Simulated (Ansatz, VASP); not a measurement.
La2PBr2 in VASP and in Ansatz

File INCAR:

```
  PREC = Accurate
  ENCUT = 520
  EDIFF = 1E-6
  ISMEAR = -1
  SIGMA = 0.1
  LREAL = F
  LASPH = T
  NELM = 60
  ALGO = Normal
  ISIF = 2
  LWAVE = F
  LCHARG = T
  LELF = T
  LVHAR = T
  NBANDS = 28
```

KPOINTS

```
regular mesh
0
Gamma
  6 6 3
```

Contents of POSCAR:

```
La2PBr2
1.0
    4.2695460000      0.0000000000      0.0000000000
   -2.1347730000      3.6975360000      0.0000000000
    0.0000000000      0.0000000000     10.2033360000
La P Br
2 1 2
Direct
    0.3333330000      0.6666670000      0.8393400000
    0.6666670000      0.3333330000      0.1606600000
    0.0000000000      0.0000000000      0.0000000000
    0.6666670000      0.3333330000      0.6563970000
    0.3333330000      0.6666670000      0.3436030000
```

Input for Ansatz:

```yaml
crystal:
  lattice:
    - [4.269546, 0.0, 0.0]
    - [-2.134773, 3.697536, 0.0]
    - [0.0, 0.0, 10.203336]
  atoms:
    - { symbol: La, position: [0.333333, 0.666667, 0.83934] }
    - { symbol: La, position: [0.666667, 0.333333, 0.16066] }
    - { symbol: P, position: [0.0, 0.0, 0.0] }
    - { symbol: Br, position: [0.666667, 0.333333, 0.656397] }
    - { symbol: Br, position: [0.333333, 0.666667, 0.343603] }
kpoints:
  mp_grid: { grid: [6, 6, 3] }
hamiltonian:
  xc: lda
scf:
  occupations: { method: fermi_dirac, width: 0.1 }
  mixing: { preconditioner: none }
basis:
  ecutwfc: "31 Ry"
output:
  forces: true
```

Alike in both runs: task single point; functional LDA; k mesh 6 × 6 × 3; occupations fermi-dirac, width 0.1 eV; no spin polarisation.

|  | VASP | Ansatz |
| --- | --- | --- |
| version | VASP 6.6.1 | Ansatz 0.2.0 |
| potentials or method | VASP PAW LDA potentials, release 64 (La, P, Br) | plane waves, PAW |
| plane-wave cutoff (eV) | 520 | 422 |
| valence electrons in the cell | 41 | 41 |

```tsv
	VASP	Ansatz	Ansatz less VASP
rms of the force components (eV/Å)	0.122	0.122	+0.0006
```

Atom by atom the forces differ by 0.001 eV/Å (rms over components). Ansatz warned: «structure_snapped_to_symmetry».

Caveats: an odd number of electrons without spin polarisation forces a metal; a magnetic or distorted state may lie lower. Spin-orbit coupling is left out, which matters for the levels of La.
